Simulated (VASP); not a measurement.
Method: vdW-DF2, VASP's PBE PAW potentials (set 64) (plane waves; VASP).

A VASP calculation is set up with these files.

### KPOINTS
```
k-points along high-symmetry lines
15
Line-mode
Reciprocal
  0.000000   0.000000   0.000000 ! GAMMA
  0.500000  -0.500000   0.500000 ! H

  0.500000  -0.500000   0.500000 ! H
  0.000000   0.000000   0.500000 ! N

  0.000000   0.000000   0.500000 ! N
  0.000000   0.000000   0.000000 ! GAMMA

  0.000000   0.000000   0.000000 ! GAMMA
  0.250000   0.250000   0.250000 ! P

  0.250000   0.250000   0.250000 ! P
  0.500000  -0.500000   0.500000 ! H

  0.250000   0.250000   0.250000 ! P
  0.000000   0.000000   0.500000 ! N
```

**INCAR**
```
AGGAC = 0.0
ALGO = Normal
EDIFF = 1E-7
ENCUT = 520
GGA = ML
ICHARG = 11
ISMEAR = 0
LASPH = T
LCHARG = F
LMAXMIX = 6
LORBIT = 11
LREAL = F
LUSE_VDW = T
LWAVE = F
NELM = 100
PREC = Accurate
SIGMA = 0.05
SYSTEM = W
ZAB_VDW = -1.8867
```

File POSCAR:
```
W
1
   -1.6229779067     1.6229779067     1.6229779067
    1.6229779067    -1.6229779067     1.6229779067
    1.6229779067     1.6229779067    -1.6229779067
W
1
Direct
  0.0000000000   0.0000000000   0.0000000000
```

POTCAR, in this order: W_sv (PBE.64 set). Program: vasp_std. Read from the step before: CHGCAR.

Output

**OUTCAR**
```
 ion  position               nearest neighbor table
   1  0.000  0.000  0.000-
  LATTYP: Found a body centered cubic cell.
 ALAT       =     3.2459558134
 Subroutine PRICEL returns:
 Original cell was already a primitive cell.
 Subroutine GETGRP returns: Found 48 space group operations
The static configuration has the point symmetry O_h .
The dynamic configuration has the point symmetry O_h .
 Subroutine INISYM returns: Found 48 space group operations
   k-points           NKPTS =     90   k-points in BZ     NKDIM =     90   number of bands    NBANDS=     11
   number of dos      NEDOS =    301   number of ions     NIONS =      1
   total plane-waves  NPLWV =  13824
   dimension x,y,z NGX =    24 NGY =   24 NGZ =   24
   dimension x,y,z NGXF=    48 NGYF=   48 NGZF=   48
   ions per type =               1
   PREC   = accura    normal or accurate (medium, high low for compatibility)
   ISTART =      0    job   : 0-new  1-cont  2-samecut
   ICHARG =     11    charge: 1-file 2-atom 10-const
   ISPIN  =      1    spin polarized calculation?
   LNONCOLLINEAR =      F non collinear calculations
   LSORBIT =      F    spin-orbit coupling
   INIWAV =      1    electr: 0-lowe 1-rand  2-diag
   ENCUT  =  520.0 eV  38.22 Ry    6.18 a.u.   5.23  5.23  5.23*2*pi/ulx,y,z
   NELM   =    100;   NELMIN=  2; NELMDL= -5     # of ELM steps
...
```

### OSZICAR
```
       N       E                     dE             d eps       ncg     rms          rms(c)
DAV:   1     0.822816173829E+02    0.82282E+02   -0.80376E+03  1991   0.144E+03
DAV:   2    -0.716690477727E+01   -0.89449E+02   -0.86175E+02  2118   0.330E+02
DAV:   3    -0.885026703685E+01   -0.16834E+01   -0.16556E+01  2222   0.445E+01
DAV:   4    -0.886054264659E+01   -0.10276E-01   -0.10274E-01  2167   0.380E+00
DAV:   5    -0.886064281951E+01   -0.10017E-03   -0.10017E-03  2241   0.376E-01
DAV:   6    -0.886064486023E+01   -0.20407E-05   -0.20411E-05  2157   0.519E-02
DAV:   7    -0.886064491249E+01   -0.52260E-07   -0.50585E-07  2214   0.762E-03
   1 F= -.88606449E+01 E0= -.88602785E+01  d E =-.732899E-03
```

### OUTCAR
```
 val. band max:       10.8059437896   @ k =   0.0536   0.0536   0.4464

 cond. band min:      10.8434719956   @ k =   0.1786  -0.1786   0.5000



 k-point     1 :       0.0000    0.0000    0.0000
  band No.  band energies     occupation
      1     -63.5996      2.00000
      2     -27.3125      2.00000
      3     -27.3125      2.00000
      4     -27.3125      2.00000
      5       1.5289      2.00000
      6       9.4861      2.00000
      7       9.4861      2.00000
      8       9.4861      2.00000
      9      12.6875      0.00000
     10      12.6875      0.00000
     11      25.0703      0.00000

 k-point     2 :       0.0357   -0.0357    0.0357
  band No.  band energies     occupation
      1     -63.5972      2.00000
      2     -27.3308      2.00000
      3     -27.3211      2.00000
      4     -27.3211      2.00000
      5       1.6426      2.00000
      6       9.4752      2.00000
      7       9.4752      2.00000
      8       9.5379      2.00000
      9      12.5225      0.00000
     10      12.7442      0.00000
     11      25.2410      0.00000

 k-point     3 :       0.0714   -0.0714    0.0714
  band No.  band energies     occupation
      1     -63.5903      2.00000
      2     -27.3830      2.00000
      3     -27.3464      2.00000
      4     -27.3464      2.00000
      5       1.9768      2.00000
      6       9.4518      2.00000
      7       9.4518      2.00000
      8       9.6925      2.00000
      9      12.0636      0.00000
     10      12.9064      0.00000
     11      25.7001      0.00000

 k-point     4 :       0.1071   -0.1071    0.1071
  band No.  band energies     occupation
      1     -63.5792      2.00000
      2     -27.4623      2.00000
      3     -27.3874      2.00000
      4     -27.3874      2.00000
      5       2.5116      2.00000
      6       9.4409      2.00000
      7       9.4409      2.00000
      8       9.9471      2.00000
      9      11.3960      0.00000
     10      13.1479      0.00000
...
```

The density is held fixed in this step, so its total energy and stress have no physical meaning. Unless said otherwise, spin-orbit coupling is left out, though it shifts the bands of the heavy elements here.

The compound is W in the bcc structure. It was relaxed first, which changed the volume by +8 %.
